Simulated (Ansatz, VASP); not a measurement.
## One calculation of Te2I3, two programs

```
Te I
1.0
     5.97283    0.00000    0.00000
     0.00000    5.97283    0.00000
     0.00000    0.00000    5.97283
Te I
2 3
Direct
  0.50000 0.50000 0.50000
  0.00000 0.00000 0.00000
  0.50000 0.00000 0.00000
  0.00000 0.50000 0.00000
  0.00000 0.00000 0.50000
```

Alike in both runs: functional PBE; k mesh 4 × 4 × 4; occupations gaussian, width 0.1 eV; no spin polarisation.

Ansatz relaxed the structure, and its values are those at the end. VASP's run is a single point on that final structure, the one shown.

|  | VASP | Ansatz |
| --- | --- | --- |
| version | VASP 6.6.1 | Ansatz 0.2.0 |
| potentials or method | VASP PAW PBE potentials, release 64 (Te, I) | scalar-relativistic, plane waves, PAW |
| plane-wave cutoff (eV) | 520 | 420 |
| valence electrons in the cell | 33 | 83 |

```tsv
	VASP	Ansatz	Ansatz less VASP
gap on the k mesh at the Fermi level (eV)	none	none	-
pressure (GPa)	0.2	0.2	+0.03
```

A gap of «none» marks a metal or a gap that the smearing closes. The two sets of potentials don't hold the same shells in valence.

Caveats: an odd number of electrons without spin polarisation forces a metal; a magnetic or distorted state may lie lower. The runs have no spin-orbit coupling, so splittings on I, Te are missing.
